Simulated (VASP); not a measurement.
Computed with r2SCAN meta-GGA, VASP's PBE PAW potentials (set 64) (plane waves; VASP).

A VASP calculation is set up with these files.

POSCAR:
```
Ca(110) slab
26.8014110
  0.1470231639   0.0000000000   0.0000000000
  0.0000000000   0.2079221439   0.0000000000
  0.0000000000   0.0000000000   0.9999999860
Ca
6
Cartesian
  0.0000000000   0.0000000000   0.3165879005
  0.0735115819   0.1039610719   0.3893421647
  0.0000000000   0.0000000000   0.4615966689
  0.0735115819   0.1039610719   0.5384033170
  0.0000000000   0.0000000000   0.6106578212
  0.0735115819   0.1039610719   0.6834120855
```

**INCAR**
```
SYSTEM = Ca(110) slab
PREC = Normal
ENCUT = 400
EDIFF = 1E-6
NELM = 100
ALGO = Normal
LREAL = .FALSE.
LASPH = .TRUE.
ISMEAR = 1
SIGMA = 0.1
METAGGA = R2SCAN
LMIXTAU = .TRUE.
LWAVE = .FALSE.
LCHARG = .FALSE.
NELMIN = 4
LDIPOL = .TRUE.
IDIPOL = 3
DIPOL = 0.5 0.5 0.5
LVHAR = .TRUE.
LORBIT = 11
```

**KPOINTS**
```
Automatic mesh
0
Gamma
7 5 1
0 0 0
```

POTCAR, in this order: Ca_sv (PBE.64 set). Program: vasp_std. Read from the step before: WAVECAR.

What VASP printed:

### OUTCAR
```
 ion  position               nearest neighbor table
   1  0.000  0.000  0.317-
   2  0.500  0.500  0.389-
   3  0.000  0.000  0.462-
   4  0.500  0.500  0.538-
   5  0.000  0.000  0.611-
   6  0.500  0.500  0.683-
  LATTYP: Found a simple orthorhombic cell.
 ALAT       =     3.9404282420
 B/A-ratio  =     1.4142135047
 C/A-ratio  =     6.8016492061
 Subroutine PRICEL returns:
 Original cell was already a primitive cell.
 Subroutine GETGRP returns: Found  8 space group operations
The static configuration has the point symmetry C_2v.
 The point group associated with its full space group is D_2h.
The dynamic configuration has the point symmetry C_2v.
 Subroutine INISYM returns: Found  8 space group operations
 Subroutine IBZKPT returns following result:
 Found     12 irreducible k-points:

 Following reciprocal coordinates:
            Coordinates               Weight
  0.000000  0.000000  0.000000      1.000000
  0.142857  0.000000  0.000000      2.000000
  0.285714  0.000000  0.000000      2.000000
  0.428571  0.000000  0.000000      2.000000
  0.000000  0.200000  0.000000      2.000000
  0.142857  0.200000  0.000000      4.000000
  0.285714  0.200000  0.000000      4.000000
  0.428571  0.200000  0.000000      4.000000
  0.000000  0.400000  0.000000      2.000000
  0.142857  0.400000  0.000000      4.000000
  0.285714  0.400000  0.000000      4.000000
  0.428571  0.400000  0.000000      4.000000
   k-points           NKPTS =     12   k-points in BZ     NKDIM =     12   number of bands    NBANDS=     36
   number of dos      NEDOS =    301   number of ions     NIONS =      6
   total plane-waves  NPLWV =  78400
   dimension x,y,z NGX =    20 NGY =   28 NGZ =  140
   dimension x,y,z NGXF=    40 NGYF=   56 NGZF=  280
...
```

### OSZICAR
```
       N       E                     dE             d eps       ncg     rms          rms(c)
DAV:   1    -0.406047625973E+02   -0.40605E+02   -0.32037E-05   624   0.207E-02    0.207E-03
DAV:   2    -0.406047618587E+02    0.73861E-06   -0.14095E-05   752   0.140E-02    0.152E-03
DAV:   3    -0.406047620495E+02   -0.19077E-06   -0.23979E-06   720   0.765E-03    0.534E-04
DAV:   4    -0.406047618861E+02    0.16339E-06   -0.46683E-07   664   0.388E-03
   1 F= -.40604762E+02 E0= -.40603973E+02  d E =-.236752E-02
```

File OUTCAR:
```
------------------------ aborting loop because EDIFF is reached ----------------------------------------
  FORCE on cell =-STRESS in cart. coord.  units (eV):
  Direction    XX          YY          ZZ          XY          YZ          ZX
  --------------------------------------------------------------------------------------
  Total       -0.0801987     -1.6902451     -0.4042843      0.0000000      0.0000000      0.0000000
  in kB       -0.2183324     -4.6015145     -1.1006215      0.0000000      0.0000000      0.0000000
  external PRESSURE =      -1.9734895 kB  Pullay stress =       0.0000000 kB
  volume of cell :      588.52
      direct lattice vectors                 reciprocal lattice vectors
     3.940428242  0.000000000  0.000000000     0.253779523  0.000000000  0.000000000
     0.000000000  5.572606834  0.000000000     0.000000000  0.179449229  0.000000000
     0.000000000  0.000000000 26.801410624     0.000000000  0.000000000  0.037311469
 POSITION                                       TOTAL-FORCE (eV/Angst)
 -----------------------------------------------------------------------------------
      0.00000      0.00000      8.48500         0.000000      0.000000      0.026809
      1.97021      2.78630     10.43492         0.000000      0.000000      0.009188
      0.00000      0.00000     12.37144         0.000000      0.000000      0.026492
      1.97021      2.78630     14.42997         0.000000      0.000000     -0.026492
      0.00000      0.00000     16.36649         0.000000      0.000000     -0.009188
      1.97021      2.78630     18.31641         0.000000      0.000000     -0.026809
 -----------------------------------------------------------------------------------
    total drift:                               -0.000000      0.000000      0.000000
  FREE ENERGIE OF THE ION-ELECTRON SYSTEM (eV)
  ---------------------------------------------------
  free  energy   TOTEN  =       -40.6047618861 eV

  energy  without entropy=      -40.6023943700  energy(sigma->0) =      -40.60397271

 total charge

# of ion       s       p       d       tot
------------------------------------------
    1        2.084   5.829   0.112   8.025
    2        2.073   5.839   0.134   8.046
    3        2.073   5.840   0.134   8.046
    4        2.073   5.840   0.134   8.046
    5        2.073   5.839   0.134   8.046
    6        2.084   5.829   0.112   8.025
--------------------------------------------------
tot         12.460  35.015   0.760  48.235
```
(Selected blocks of OUTCAR.)

The cell is a thin slab with vacuum, built from Ca (fcc): (110) face.
